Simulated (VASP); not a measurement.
Consider the following.

```xyz
2
Lattice="0.0000 3.2263 3.2263 3.2263 0.0000 3.2263 3.2263 3.2263 0.0000" Properties=species:S:1:pos:R:3 pbc="T T T"
Ba     0.0000     0.0000     0.0000
S      3.2263     3.2263     3.2263
```

The numbers are results of r2SCAN meta-GGA with spin-orbit coupling, VASP's PBE PAW potentials (set 64) (plane waves; VASP), not measurements. Run with 400 eV cut-off, 7×7×7 Γ-centred mesh, Gaussian smearing of 0.050 eV, potentials Ba_sv S.

Give the energies of bands 11 to 23 at the high-symmetry points, in eV from the valence-band maximum.

```json
[
 {"band": "11", "Γ": "-0.14", "X": "-0.62", "U": "-0.97", "L": "-1.90", "W": "-1.11"},
 {"band": "12", "Γ": "-0.14", "X": "-0.62", "U": "-0.97", "L": "-1.90", "W": "-1.11"},
 {"band": "13", "Γ": "0.00", "X": "-0.26", "U": "-0.64", "L": "-1.09", "W": "-0.60"},
 {"band": "14", "Γ": "0.00", "X": "-0.26", "U": "-0.64", "L": "-1.09", "W": "-0.60"},
 {"band": "15", "Γ": "0.00", "X": "-0.12", "U": "-0.58", "L": "-1.05", "W": "-0.48"},
 {"band": "16", "Γ": "0.00", "X": "-0.12", "U": "-0.58", "L": "-1.05", "W": "-0.48"},
 {"band": "17", "Γ": "4.02", "X": "2.46", "U": "3.64", "L": "5.88", "W": "4.61"},
 {"band": "18", "Γ": "4.02", "X": "2.46", "U": "3.64", "L": "5.88", "W": "4.61"},
 {"band": "19", "Γ": "4.23", "X": "6.39", "U": "6.30", "L": "5.99", "W": "4.65"},
 {"band": "20", "Γ": "4.23", "X": "6.39", "U": "6.30", "L": "5.99", "W": "4.65"},
 {"band": "21", "Γ": "4.23", "X": "6.48", "U": "7.00", "L": "6.65", "W": "6.73"},
 {"band": "22", "Γ": "4.23", "X": "6.48", "U": "7.00", "L": "6.65", "W": "6.73"},
 {"band": "23", "Γ": "4.30", "X": "7.78", "U": "7.16", "L": "6.72", "W": "7.39"}
]
```

The gap is indirect, 2.46 eV, from the valence maximum at Γ to the conduction minimum at X.

The compound is BaS in the rock salt structure. It was relaxed first.
